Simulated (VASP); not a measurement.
Here is the system:

```
LaB6
1.0
    4.13054     0.00000     0.00000
    0.00000     4.13054     0.00000
    0.00000     0.00000     4.13054
La B
1 6
Direct
  0.00000   0.00000   0.00000
  0.80042   0.50000   0.50000
  0.50000   0.19958   0.50000
  0.50000   0.80042   0.50000
  0.19958   0.50000   0.50000
  0.50000   0.50000   0.80042
  0.50000   0.50000   0.19958
```

Computed with PBEsol GGA, VASP's PBE PAW potentials (set 64) (plane waves; VASP 6.6.1). Settings: 620 eV cut-off, 8×8×8 Γ-centred mesh, first-order Methfessel-Paxton smearing of 0.10 eV, potentials La B.

Energy and stress use the plane-wave basis of the starting cell.

Question: The ions, cell shape and volume at an external pressure of 5.0 GPa are relaxed. Which structure does the run end with?

Answer: 
```
LaB6
1.0
    4.09429     0.00000     0.00000
    0.00000     4.09429     0.00000
    0.00000     0.00000     4.09429
La B
1 6
Direct
  0.00000   0.00000   0.00000
  0.80076   0.50000   0.50000
  0.50000   0.19924   0.50000
  0.50000   0.80076   0.50000
  0.19924   0.50000   0.50000
  0.50000   0.50000   0.80076
  0.50000   0.50000   0.19924
```
Space group Pm-3m (221), at a tolerance of 0.03 Å.

Question: How do energy and volume change from the first to the last step?

Answer: The energy (σ→0) changes by +4.0 meV/atom and the volume by -2.6 %, in 5 ionic steps.

| step | E(σ→0) (eV) | max force (eV/Å) | pressure (GPa) | volume (Å³) |
|---|---|---|---|---|
| 1 | -51.5434 | 0.001 | -0.02 | 70.47 |
| 2 | -51.4564 | 0.171 | 9.17 | 67.30 |
| 3 | -51.5158 | 0.096 | 5.00 | 68.66 |
| 4 | -51.5120 | 0.206 | 5.01 | 68.58 |
| 5 | -51.5155 | 0.000 | 5.00 | 68.63 |

The compound is LaB6 in the cab6 structure. This run relaxes it under an external pressure of 5 GPa. Symmetry was kept, so distortions that lower it aren't found. The electron count is odd and the run is not spin-polarised, which forces a metal.
